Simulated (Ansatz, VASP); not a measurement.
CrAgF2: VASP beside Ansatz

INCAR

```
SYSTEM = CrAgF2
ALGO = Normal ; EDIFF = 1E-6
ENCUT = 520 ; GGA = PS
ISIF = 2 ; ISMEAR = -1
LASPH = .True. ; LCHARG = .True.
LDAU = .True. ; LDAUJ = 0.96 0 0
LDAUL = 2 -1 -1 ; LDAUPRINT = 1
LDAUTYPE = 1 ; LDAUU = 4.05 0 0
LELF = .True. ; LMAXMIX = 4
LREAL = .False. ; LVHAR = .True.
LWAVE = .False. ; NBANDS = 26
NELM = 150 ; PREC = Accurate
SIGMA = 0.1
```

The input KPOINTS:

```
k-points
0
Gamma
  10 10 10
  0 0 0
```

POSCAR

```
CrAgF2
1.0
    3.1335330000      0.0000000000      0.0000000000
   -1.5667660000      2.7137240000      0.0000000000
    0.0000000000     -1.8091460000      6.4770180000
Cr F Ag
1 2 1
Direct
    0.5000000000      0.0000000000      0.5000000000
    0.1119000000      0.2238000000      0.3357000000
    0.8881000000      0.7762000000      0.6643000000
    0.0000000000      0.0000000000      0.0000000000
```

Input for Ansatz:

```yaml
crystal:
  lattice:
    - [3.133533, 0.0, 0.0]
    - [-1.566766, 2.713724, 0.0]
    - [0.0, -1.809146, 6.477018]
  atoms:
    - { symbol: Cr, position: [0.5, 0.0, 0.5] }
    - { symbol: F, position: [0.1119, 0.2238, 0.3357] }
    - { symbol: F, position: [0.8881, 0.7762, 0.6643] }
    - { symbol: Ag, position: [0.0, 0.0, 0.0] }
  symmetry: { tolerance: 0.0003 }
kpoints:
  mp_grid: { grid: [10, 10, 10], shift: [0, 0, 0] }
  band_path:
    path:
      - [0.0, 0.0, 0.0]
      - [0.0, 0.0, 0.5]
      - [0.64066048, -0.32033024, 0.5]
      - [0.67966976, -0.35933952, 0.17966976]
      - [0.5, 0.0, 0.0]
      - [0.0, 0.0, 0.0]
      - [0.67966976, -0.33983488, 0.0]
      - [0.66016512, -0.33983488, 0.33983488]
      - [0.5, -0.5, 0.5]
      - [0.0, 0.0, 0.0]
    npoints: 6
magnetization:
  spin_polarized: false
scf:
  occupations: { method: fermi_dirac }
  lower_state_search: "off"
  max_iter: 200
hamiltonian:
  pseudopotentials: { kind: paw }
  xc: pbesol
  hubbard:
    projectors: all-electron-ortho-atomic
    sites: [{ species: Cr, l: d, u: 4.05, j: 0.96 }]
basis:
  ecutwfc: 420
  fft_grid_basis: typed
output:
  forces: true
  stress: true
  eigenvalues: true
  bader: true
  populations: true
  elf: true
  write_potential: true
  volumetric_format: npy
  dos:
    e_range: [-12, 8]
    de: 0.05
    projected: { site_lists: { Ag: [Ag], Cr: [Cr], F: [F] } }
checkpoint:
  read: saved_state
```

The cell was built by a generator and needn't be a form met in nature.

Alike in both runs: task single point; functional PBEsol; k mesh 10 × 10 × 10; no spin polarisation; Hubbard terms Cr d U = 4.05 eV, J = 0.96 eV.

|  | VASP | Ansatz |
| --- | --- | --- |
| version | VASP 6.6.1 | Ansatz 0.2.0 |
| potentials or method | VASP PAW PBE potentials, release 64 (Cr_pv, F, Ag) | PAW plane waves |
| plane-wave cutoff (eV) | 520 | 420 |
| occupations | fermi-dirac, width 0.1 eV | fermi-dirac |
| valence electrons in the cell | 37 | 47 |

|  | VASP | Ansatz | Ansatz less VASP |
| --- | --- | --- | --- |
| pressure (GPa) | 1.5 | 4.0 | +2.60 |
| largest component of the traceless stress (GPa) | 19.70 | 15.43 | -4.262 |
| rms of the force components (eV/Å) | 0.452 | 0.973 | +0.5209 |

The programs project onto different local orbitals, so the same U acts differently. Atom by atom the forces differ by 0.521 eV/Å (rms over components). The two sets of potentials don't hold the same shells in valence. Ansatz warned: «filled_band_counts_differ_across_k_points».

Caveats: the PAW data sets were made with another functional, which shifts forces and pressure a little (VASP); an odd number of electrons without spin polarisation forces a metal; a magnetic or distorted state may lie lower; the run has no spin polarisation, though such a crystal can be magnetic; U without spin polarisation on a metal has little footing. Spin polarisation is off, so any magnetic state and its effect on volume and gap are missing.
